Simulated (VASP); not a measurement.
Given:

```xyz
3
Lattice="-1.5996 1.6183 3.9922 1.5996 -1.6183 3.9922 1.5996 1.6183 -3.9922" Properties=species:S:1:pos:R:3 pbc="T T T"
Si     0.0000     0.0000     5.3097
Si     0.0000     0.0000     2.6748
W      0.0974     0.0000     0.0000
```

These are PBE GGA, VASP's PBE PAW potentials (set 64) (plane waves; VASP) values and carry that method's errors. Settings: 400 eV cut-off, 6×6×6 Monkhorst-Pack mesh, first-order Methfessel-Paxton smearing of 0.10 eV, potentials Si W_sv.

Gaps are read on the run's mesh, which can miss a band edge. Unless said otherwise, spin-orbit coupling is left out, though it shifts the bands of the heavy elements here.

Problem. What does the run give for the energy per atom (σ→0), pressure, largest force, band gap (on the k-mesh) with the smallest direct gap where there is one?

Solution. 
```json
{
 "band gap (on the k-mesh)": "none (metal, semimetal or under 0.01 eV)",
 "energy per atom (σ→0)": "-8.250 eV/atom",
 "pressure": "-1.06 GPa",
 "largest_force": "0.990 eV/Å"
}
```

Only differences to runs with the same potentials and settings are physical.

The compound is WSi2 in the MoSi2 type structure. The cell was not relaxed at this level. The k-mesh is coarse (spacing up to 0.46 per Å, 2π included), so the numbers may not be converged in it. The run is one of a series of settings (KPOINTS 6×6×6 Monkhorst-Pack mesh against the base run), some of them coarse on purpose.
